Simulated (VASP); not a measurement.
# CdBr (Fm-3m) in VASP: further runs, part 2 of 2

VASP 6.6.1. The steps go on from the part before.

**4. Band structure, LDA**

INCAR reads:

```
SYSTEM = CdBr
PREC = Accurate
ENCUT = 520
EDIFF = 1E-6
ISMEAR = -1
SIGMA = 0.05
LREAL = .FALSE.
LASPH = .TRUE.
NELM = 60
ALGO = Normal
ISIF = 2
LWAVE = .FALSE.
LCHARG = .FALSE.
NBANDS = 16
NELECT = 18.5
```

KPOINTS reads:

```
Automatic mesh
0
G
  6 6 6
  0 0 0
```

POSCAR reads:

```
CdBr
1.0
    0.0000000000      3.0723910300      3.0723910300
    3.0723910300      0.0000000000      3.0723910300
    3.0723910300      3.0723910300      0.0000000000
Cd Br
1 1
Direct
    0.0000000000      0.0000000000      0.0000000000
    0.5000000000      0.5000000000      0.5000000000
```

KPOINTS_OPT reads:

```
path GXWKGLUWLK,UX
10
line-mode
reciprocal
 0.0000000000  0.0000000000  0.0000000000  G
 0.5000000000  0.0000000000  0.5000000000  X

 0.5000000000  0.0000000000  0.5000000000  X
 0.5000000000  0.2500000000  0.7500000000  W

 0.5000000000  0.2500000000  0.7500000000  W
 0.3750000000  0.3750000000  0.7500000000  K

 0.3750000000  0.3750000000  0.7500000000  K
 0.0000000000  0.0000000000  0.0000000000  G

 0.0000000000  0.0000000000  0.0000000000  G
 0.5000000000  0.5000000000  0.5000000000  L

 0.5000000000  0.5000000000  0.5000000000  L
 0.6250000000  0.2500000000  0.6250000000  U

 0.6250000000  0.2500000000  0.6250000000  U
 0.5000000000  0.2500000000  0.7500000000  W

 0.5000000000  0.2500000000  0.7500000000  W
 0.5000000000  0.5000000000  0.5000000000  L

 0.5000000000  0.5000000000  0.5000000000  L
 0.3750000000  0.3750000000  0.7500000000  K

 0.6250000000  0.2500000000  0.6250000000  U
 0.5000000000  0.0000000000  0.5000000000  X
```

Potentials or basis: VASP PAW LDA potentials, release 64 (Cd, Br).

Launch:

```sh
> cat potpaw_LDA.64/Cd/POTCAR potpaw_LDA.64/Br/POTCAR > POTCAR
> mpirun -np 1 vasp_std > vasp.out
```

OUTCAR:

```text
SYSTEM = CdBr
   PREC = Accurate
   ENCUT = 520
   EDIFF = 1E-6
   ISMEAR = -1
   LREAL = .FALSE.
   LASPH = .TRUE.
   NELM = 60
   ISIF = 2
   NELECT = 18.5

 ion  position               nearest neighbor table
   1  0.000  0.000  0.000-   2 3.07   2 3.07   2 3.07   2 3.07   2 3.07   2 3.07
   2  0.500  0.500  0.500-   1 3.07   1 3.07   1 3.07   1 3.07   1 3.07   1 3.07

  LATTYP: Found a face centered cubic cell.
 ALAT       =     6.1447820600

  Lattice vectors:

 A1 = (   0.0000000000,   3.0723910300,   3.0723910300)
 A2 = (   3.0723910300,   0.0000000000,   3.0723910300)
 A3 = (   3.0723910300,   3.0723910300,   0.0000000000)

Analysis of symmetry for initial positions (statically):
=====================================================================
 Subroutine PRICEL returns:
 Original cell was already a primitive cell.

 Routine SETGRP: Setting up the symmetry group for a
 face centered cubic supercell.

 Subroutine GETGRP returns: Found 48 space group operations
 (whereof 48 operations were pure point group operations)
 out of a pool of 48 trial point group operations.

The static configuration has the point symmetry O_h .

Analysis of symmetry for dynamics (positions and initial velocities):
=====================================================================
 Subroutine PRICEL returns:
 Original cell was already a primitive cell.

 Routine SETGRP: Setting up the symmetry group for a
 face centered cubic supercell.

 Subroutine GETGRP returns: Found 48 space group operations
 (whereof 48 operations were pure point group operations)
 out of a pool of 48 trial point group operations.

The dynamic configuration has the point symmetry O_h .

 Subroutine INISYM returns: Found 48 space group operations
 (whereof 48 operations are pure point group operations),
 and found     1 'primitive' translations

----------------------------------------------------------------------------------------

[... 102 lines left out ...]
     AMIX     =   0.40;   BMIX     =  1.00
     AMIX_MAG =   1.60;   BMIX_MAG =  1.00
  volume/ion in A,a.u.               =      29.00       195.72
  Fermi-wavevector in a.u.,A,eV,Ry     =   1.118525  2.113705 17.022216  1.251098
  Thomas-Fermi vector in A             =   2.255157
   LORBIT       =      0    0 simple, 1 ext, 2 COOP (PROOUT), +10 PAW based schemes
   GGA     = CA    functional components
   LHFCALC =     F    Hartree Fock is set to
   AEXX    =    0.0000 exact exchange contribution
   IVDW    =     0    specifies the selected vdW correction
   LEPSILON=     F    determine dielectric tensor
   LRPA    =     F    only Hartree local field effects (RPA)
 non-spin polarized calculation
  energy-cutoff  :      520.00
  volume of cell :       58.00
 maximum number of plane-waves:      1588
   NGX = 17   NGY = 17   NGZ = 17

 number of electron      18.5000006 magnetization

 Free energy of the ion-electron system (eV)
  ---------------------------------------------------
  ext. energy  EPLUGINS =         0.00000000
  ---------------------------------------------------
  free energy    TOTEN  =        -4.98690754 eV

  energy without entropy =       -4.98291157  energy(sigma->0) =       -4.98490956

 E-fermi :   1.3685     XC(G=0):  -9.2256

 val. band max:        1.3679097659   @ k =  -0.3333   0.5000   0.1667
 cond. band min:       1.8115998007   @ k =  -0.1667   0.1667   0.0000
 fundamental gap:      0.4436900348
 Fermi energy:         1.3684817631

 k-point     1 :       0.0000    0.0000    0.0000
  band No.  band energies     occupation
      1     -14.1585      2.00000
      2      -6.7412      2.00000
      3      -6.7412      2.00000
      4      -6.7219      2.00000
      5      -6.7219      2.00000
      6      -6.7219      2.00000
[... 281 lines left out ...]
      3      -6.7461      2.00000
      4      -6.6697      2.00000
      5      -6.6193      2.00000
      6      -6.5949      2.00000
[... 8 lines left out ...]
     15      12.3627      0.00000
     16      13.7613      0.00000

------------------------ aborting loop because EDIFF is reached ----------------------------------------

  FORCE on cell =-STRESS in cart. coord.  units (eV):
  Direction    XX          YY          ZZ          XY          YZ          ZX
  --------------------------------------------------------------------------------------
  -------------------------------------------------------------------------------------
  Total       -5.8098042     -5.8098042     -5.8098042      0.0000000      0.0000000      0.0000000
  in kB     -160.4769332   -160.4769332   -160.4769332      0.0000000      0.0000000      0.0000000
  external PRESSURE =    -160.4769332 kB  Pullay stress =       0.0000000 kB

 VOLUME and BASIS-vectors are now :
 -----------------------------------------------------------------------------
  energy-cutoff  :      520.00
  volume of cell :       58.00
      direct lattice vectors                 reciprocal lattice vectors
     0.000000000  3.072391030  3.072391030    -0.162739702  0.162739702  0.162739702
     3.072391030  0.000000000  3.072391030     0.162739702 -0.162739702  0.162739702
     3.072391030  3.072391030  0.000000000     0.162739702  0.162739702 -0.162739702

 POSITION                                       TOTAL-FORCE (eV/Angst)
 -----------------------------------------------------------------------------------
      0.00000      0.00000      0.00000        -0.000000      0.000000     -0.000000
      3.07239      3.07239      3.07239         0.000000     -0.000000      0.000000
 -----------------------------------------------------------------------------------
    total drift:                                0.000000     -0.000000     -0.000000

  FREE ENERGIE OF THE ION-ELECTRON SYSTEM (eV)
  ---------------------------------------------------
  free  energy   TOTEN  =        -4.9869075420 eV

  energy  without entropy=       -4.9829115703  energy(sigma->0) =       -4.98490956
```

It took 23 s on 1 thread of AMD EPYC 9R45 (Zen 5), shared host; peak memory 0.14 GiB.

These settings aren't checked as converged (typed here: NELECT = 18.5): the numbers below hold their error.

Results:

| Quantity | Value |
| --- | --- |
| Free energy | -4.9869 eV |
| Band gap along the path | none (metal or under the smearing width) |

Caveat: the cell is charged against a uniform background, so pressure and absolute levels hang on convention.
